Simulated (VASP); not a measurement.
An input for Quantum ESPRESSO's pw.x (written as the equivalent of a VASP run, and not itself run):

```
&CONTROL
  calculation = 'vc-relax'
  pseudo_dir = './pseudo'
  outdir = './out'
  tprnfor = .true.
  tstress = .true.
  nstep = 40
  forc_conv_thr = 0.00039
/
&SYSTEM
  ibrav = 0
  nat = 2
  ntyp = 2
  ecutwfc = 96
  occupations = 'smearing'
  smearing = 'methfessel-paxton'
  degauss = 0.00735
  input_dft = 'pbe'
/
&ELECTRONS
  conv_thr = 7.3e-09
  electron_maxstep = 100
/
&IONS
/
&CELL
  press = 20
/
ATOMIC_SPECIES
  Al 26.982 Al.upf
  Co 58.933 Co.upf
CELL_PARAMETERS angstrom
     2.8498343   -0.0000000    0.0000000
     0.0000000    2.8498343    0.0000000
    -0.0000000   -0.0000000    2.8498343
ATOMIC_POSITIONS crystal
  Al   0.5000000  0.5000000  0.5000000
  Co   0.0000000  0.0000000  0.0000000
K_POINTS automatic
  12 12 12 0 0 0
```

Problem. Write the VASP files for the same calculation (PBE).

Solution. Several could match; the one computed here: 
**POSCAR**
```
CoAl
1.0
  2.8498343040   0.0000000000   0.0000000000
  0.0000000000   2.8498343040   0.0000000000
  0.0000000000   0.0000000000   2.8498343040
Al Co
1 1
Direct
  0.5000000000   0.5000000000   0.5000000000
  0.0000000000   0.0000000000   0.0000000000
```

### INCAR
```
# general
SYSTEM  = CoAl
PREC    = Accurate
ENCUT   = 480
LREAL   = F
LASPH   = T

# electronic loop
EDIFF   = 1E-7
NELM    = 100
ALGO    = Normal
LMAXMIX = 4

# smearing
ISMEAR  = 1
SIGMA   = 0.1

# functional
GGA     = PE

# ions
IBRION  = 2
NSW     = 40
ISIF    = 3
EDIFFG  = -0.01
PSTRESS = 20

# output
LWAVE   = F
LCHARG  = F
```

File KPOINTS:
```
Regular mesh
0
G
 12 12 12
```

POTCAR, in this order: Al Co (PBE.64 set). Program: vasp_std.

What does not carry over: the potentials are each code's own (VASP's PAW set, PseudoDojo norm-conserving files in pw.x), so ENCUT and ecutwfc are chosen apart and not converted; conv_thr bounds pw.x's estimated SCF error, while EDIFF bounds the energy change between steps; forc_conv_thr acts on force components and is met together with etot_conv_thr.

The compound is CoAl in the CsCl type structure. This run relaxes it under an external pressure of 2 GPa. Symmetry was kept, so distortions that lower it aren't found.
